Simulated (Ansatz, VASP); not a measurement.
## One calculation of ZrMo2C2, two programs

```
Zr Mo C
1.0
     4.16425    0.00000    0.00000
     0.00000    4.16425    0.00000
     0.00000    0.00000    7.26659
Zr Mo C
2 4 4
Direct
  0.00000 0.50000 0.32654
  0.50000 0.00000 0.67346
  0.00000 0.00000 0.00000
  0.50000 0.50000 0.00000
  0.00000 0.50000 0.69547
  0.50000 0.00000 0.30453
  0.00000 0.00000 0.50000
  0.50000 0.50000 0.50000
  0.00000 0.50000 0.98249
  0.50000 0.00000 0.01751
```

Change from the starting cell: species swapped into the CeSb2Pd2 type (P4/nmm, No. 129).

Alike in both runs: functional PBE; k mesh 4 × 4 × 4; occupations gaussian, width 0.1 eV; no spin polarisation.

Ansatz relaxed the structure, and its values are those at the end. VASP's run is a single point on that final structure, the one shown.

|  | VASP | Ansatz |
| --- | --- | --- |
| version | VASP 6.6.1 | Ansatz 0.2.0 |
| potentials or method | VASP PAW PBE potentials, release 64 (Zr_sv, Mo_sv, C) | scalar-relativistic, plane waves, PAW |
| plane-wave cutoff (eV) | 520 | 420 |
| valence electrons in the cell | 96 | 96 |

|  | VASP | Ansatz | Ansatz less VASP |
| --- | --- | --- | --- |
| gap on the k mesh at the Fermi level (eV) | none | none | - |
| pressure (GPa) | 0.5 | 0.2 | -0.36 |
| rms of the force components (eV/Å) | 0.010 | 0.006 | -0.0038 |

A gap of «none» marks a metal or a gap that the smearing closes. With one functional, cell and mesh, what is left measures potentials, basis and numerics.

Caveats: the k mesh is coarse (spacing up to 0.38 Å⁻¹), so the values aren't converged.
